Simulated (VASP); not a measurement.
Output of a VASP run:

OUTCAR:
```
 ion  position               nearest neighbor table
   1  0.500  0.500  0.500-   2 2.45   2 2.45   2 2.45   2 2.45   2 2.45   2 2.45   2 2.45   2 2.45
  LATTYP: Found a simple cubic cell.
 ALAT       =     2.8297674244
 Subroutine PRICEL returns:
 Original cell was already a primitive cell.
 Subroutine GETGRP returns: Found 48 space group operations
The static configuration has the point symmetry O_h .
The dynamic configuration has the point symmetry O_h .
 Subroutine INISYM returns: Found 48 space group operations
 Subroutine IBZKPT returns following result:
 Found     84 irreducible k-points:

 Following reciprocal coordinates:
            Coordinates               Weight
  0.000000  0.000000  0.000000      1.000000
  0.076923  0.000000  0.000000      6.000000
  0.153846  0.000000  0.000000      6.000000
  0.230769  0.000000  0.000000      6.000000
  0.307692  0.000000  0.000000      6.000000
  0.384615  0.000000  0.000000      6.000000
  0.461538  0.000000  0.000000      6.000000
  0.076923  0.076923  0.000000     12.000000
  0.153846  0.076923  0.000000     24.000000
  0.230769  0.076923  0.000000     24.000000
  0.307692  0.076923  0.000000     24.000000
  0.384615  0.076923  0.000000     24.000000
  0.461538  0.076923  0.000000     24.000000
  0.153846  0.153846  0.000000     12.000000
  0.230769  0.153846  0.000000     24.000000
  0.307692  0.153846  0.000000     24.000000
  0.384615  0.153846  0.000000     24.000000
  0.461538  0.153846  0.000000     24.000000
  0.230769  0.230769  0.000000     12.000000
  0.307692  0.230769  0.000000     24.000000
  0.384615  0.230769  0.000000     24.000000
  0.461538  0.230769  0.000000     24.000000
  0.307692  0.307692  0.000000     12.000000
  0.384615  0.307692  0.000000     24.000000
  0.461538  0.307692  0.000000     24.000000
  0.384615  0.384615  0.000000     12.000000
  0.461538  0.384615  0.000000     24.000000
  0.461538  0.461538  0.000000     12.000000
  0.076923  0.076923  0.076923      8.000000
  0.153846  0.076923  0.076923     24.000000
  0.230769  0.076923  0.076923     24.000000
  0.307692  0.076923  0.076923     24.000000
  0.384615  0.076923  0.076923     24.000000
  0.461538  0.076923  0.076923     24.000000
  0.153846  0.153846  0.076923     24.000000
  0.230769  0.153846  0.076923     48.000000
  0.307692  0.153846  0.076923     48.000000
  0.384615  0.153846  0.076923     48.000000
  0.461538  0.153846  0.076923     48.000000
  0.230769  0.230769  0.076923     24.000000
   k-points           NKPTS =     84   k-points in BZ     NKDIM =     84   number of bands    NBANDS=     10
   number of dos      NEDOS =    301   number of ions     NIONS =      2
   total plane-waves  NPLWV =  13824
   dimension x,y,z NGX =    24 NGY =   24 NGZ =   24
   dimension x,y,z NGXF=    48 NGYF=   48 NGZF=   48
   ions per type =               1   1
   PREC   = accura    normal or accurate (medium, high low for compatibility)
   ISTART =      0    job   : 0-new  1-cont  2-samecut
   ICHARG =      2    charge: 1-file 2-atom 10-const
   ISPIN  =      1    spin polarized calculation?
   LNONCOLLINEAR =      F non collinear calculations
   LSORBIT =      F    spin-orbit coupling
   INIWAV =      1    electr: 0-lowe 1-rand  2-diag
   ENCUT  =  520.0 eV  38.22 Ry    6.18 a.u.   5.26  5.26  5.26*2*pi/ulx,y,z
   NELM   =    100;   NELMIN=  2; NELMDL= -5     # of ELM steps
   EDIFF  = 0.1E-06   stopping-criterion for ELM
   LREAL  =      F    real-space projection
   NLSPLINE    = F    spline interpolate recip. space projectors
   LMAXMIX     =    4 max onsite mixed and CHGCAR
   VOSKOWN=      0    Vosko Wilk Nusair interpolation
   EDIFFG = 0.1E-05   stopping-criterion for IOM
   NSW    =      0    number of steps for IOM
   NBLOCK =      1;   KBLOCK =      1    inner block; outer block
   IBRION =     -1    ionic relax: 0-MD 1-quasi-New 2-CG
   NFREE  =      0    steps in history (QN), initial steepest desc. (CG)
...
```

File OSZICAR:
```
       N       E                     dE             d eps       ncg     rms          rms(c)
DAV:   1     0.449829113679E+02    0.44983E+02   -0.57643E+03  1704   0.138E+03
DAV:   2    -0.603427640225E+01   -0.51017E+02   -0.48019E+02  1700   0.208E+02
DAV:   3    -0.733270704641E+01   -0.12984E+01   -0.12885E+01  2012   0.433E+01
DAV:   4    -0.735216338362E+01   -0.19456E-01   -0.19450E-01  1948   0.464E+00
DAV:   5    -0.735277159554E+01   -0.60821E-03   -0.60819E-03  1898   0.855E-01    0.109E+01
DAV:   6    -0.850119791981E+01   -0.11484E+01   -0.42032E+01  1858   0.115E+02    0.126E+01
DAV:   7    -0.621738587982E+01    0.22838E+01   -0.12771E+01  1858   0.695E+01    0.106E+00
DAV:   8    -0.621361850848E+01    0.37674E-02   -0.22274E-01  1944   0.552E+00    0.101E+00
DAV:   9    -0.620132422816E+01    0.12294E-01   -0.49243E-02  1926   0.387E+00    0.131E-01
DAV:  10    -0.620123102064E+01    0.93208E-04   -0.77122E-04  1838   0.383E-01    0.793E-02
DAV:  11    -0.620122292691E+01    0.80937E-05   -0.55971E-05  2508   0.121E-01    0.202E-02
DAV:  12    -0.620122084306E+01    0.20838E-05   -0.92804E-07  1764   0.116E-02    0.536E-03
DAV:  13    -0.620122083611E+01    0.69513E-08   -0.33923E-07  1090   0.837E-03
   1 F= -.62012208E+01 E0= -.62012828E+01  d E =0.186015E-03
```

### OUTCAR
```
------------------------ aborting loop because EDIFF is reached ----------------------------------------
  FORCE on cell =-STRESS in cart. coord.  units (eV):
  Direction    XX          YY          ZZ          XY          YZ          ZX
  --------------------------------------------------------------------------------------
  Total        1.5252663      1.5252663      1.5252663      0.0000000      0.0000000      0.0000000
  in kB      107.8459990    107.8459990    107.8459990      0.0000000      0.0000000      0.0000000
  external PRESSURE =     107.8459990 kB  Pullay stress =       0.0000000 kB
  volume of cell :       22.66
      direct lattice vectors                 reciprocal lattice vectors
     2.829767424  0.000000000  0.000000000     0.353385932  0.000000000  0.000000000
     0.000000000  2.829767424  0.000000000     0.000000000  0.353385932  0.000000000
     0.000000000  0.000000000  2.829767424     0.000000000  0.000000000  0.353385932
 POSITION                                       TOTAL-FORCE (eV/Angst)
 -----------------------------------------------------------------------------------
      1.41488      1.41488      1.41488         0.000000      0.000000      0.000000
      0.00000      0.00000      0.00000         0.000000      0.000000      0.000000
 -----------------------------------------------------------------------------------
    total drift:                                0.000000      0.000000      0.000000
  FREE ENERGIE OF THE ION-ELECTRON SYSTEM (eV)
  ---------------------------------------------------
  free  energy   TOTEN  =        -6.2012208361 eV

  energy  without entropy=       -6.2014068514  energy(sigma->0) =       -6.20128284
```
(Selected blocks of OUTCAR.)

**POSCAR**
```
NiAl
1
    2.8297674244     0.0000000000     0.0000000000
    0.0000000000     2.8297674244     0.0000000000
    0.0000000000     0.0000000000     2.8297674244
Al Ni
1 1
Direct
  0.5000000000   0.5000000000   0.5000000000
  0.0000000000   0.0000000000   0.0000000000
```

Q: Reconstruct the remaining input files.

A: One answer among several that fit: the input of the run itself, optB88-vdW, plane waves, VASP's PBE PAW potentials (set 64).

File KPOINTS:
```
Automatic mesh
0
Gamma
13 13 13
0 0 0
```

INCAR:
```
AGGAC = 0.0
ALGO = Normal
EDIFF = 1E-7
ENCUT = 520
GGA = BO
ISIF = 2
ISMEAR = 1
LASPH = .TRUE.
LCHARG = .FALSE.
LMAXMIX = 4
LREAL = .FALSE.
LUSE_VDW = .TRUE.
LWAVE = .FALSE.
NELM = 100
PARAM1 = 0.1833333333
PARAM2 = 0.22
PREC = Accurate
SIGMA = 0.1
SYSTEM = NiAl
```

POTCAR, in this order: Al Ni (PBE.64 set). Program: vasp_std.

The compound is NiAl in the CsCl type structure. This cell is one point of a volume scan, at 0.94 of the reference volume. The run is not spin-polarised, so no magnetic state was tried. The electron count is odd and the run is not spin-polarised, which forces a metal.
